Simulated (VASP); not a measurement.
VASP input:

File KPOINTS:
```
Automatic mesh
0
gamma
 5 5 5
0 0 0
```

**INCAR**
```
SYSTEM = MgO
PREC = Accurate
ENCUT = 400
EDIFF = 1E-6
NELM = 100
ALGO = Normal
LREAL = .FALSE.
LASPH = .TRUE.
ISMEAR = 0
SIGMA = 0.01
GGA = PE
HFSCREEN = 0.2
AEXX = 0.25
LHFCALC = .TRUE.
PRECFOCK = Fast
ISYM = 3
LWAVE = .FALSE.
LCHARG = .FALSE.
ISIF = 2
```

POSCAR:
```
MgO
1.0
  0.0000000000   2.1108400000   2.1108400000
  2.1108400000   0.0000000000   2.1108400000
  2.1108400000   2.1108400000   0.0000000000
Mg O
1 1
direct
  0.0000000000   0.0000000000   0.0000000000
  0.5000000000   0.5000000000   0.5000000000
```

POTCAR, in this order: Mg O (PBE.64 set). Program: vasp_std.

Q: Translate this HSE06 calculation to Quantum ESPRESSO's pw.x.

A: One equivalent input (not run):
```
&CONTROL
  calculation = 'scf'
  pseudo_dir = './pseudo'
  outdir = './out'
  tprnfor = .true.
  tstress = .false.
/
&SYSTEM
  ibrav = 0
  nat = 2
  ntyp = 2
  ecutwfc = 84
  occupations = 'smearing'
  smearing = 'gaussian'
  degauss = 0.000735
  input_dft = 'hse'
  nqx1 = 5
  nqx2 = 5
  nqx3 = 5
  screening_parameter = 0.1058
/
&ELECTRONS
  conv_thr = 7.3e-08
  electron_maxstep = 100
/
ATOMIC_SPECIES
  Mg 24.305 Mg.upf
  O 15.999 O.upf
CELL_PARAMETERS angstrom
     0.0000000    2.1108400    2.1108400
     2.1108400    0.0000000    2.1108400
     2.1108400    2.1108400    0.0000000
ATOMIC_POSITIONS crystal
  Mg   0.0000000  0.0000000  0.0000000
  O    0.5000000  0.5000000  0.5000000
K_POINTS automatic
  5 5 5 0 0 0
```
What does not carry over: the potentials are each code's own (VASP's PAW set, PseudoDojo norm-conserving files in pw.x), so ENCUT and ecutwfc are chosen apart and not converted; conv_thr bounds pw.x's estimated SCF error, while EDIFF bounds the energy change between steps.

The structure comes from a computed database's MgO entry; how it stands against other phases isn't given here. The cell was not relaxed at this level. The k-mesh is coarse (spacing up to 0.52 per Å, 2π included), so the numbers may not be converged in it. The run is one of a series of settings (KPOINTS 5×5×5 Γ-centred mesh against the base run), some of them coarse on purpose.
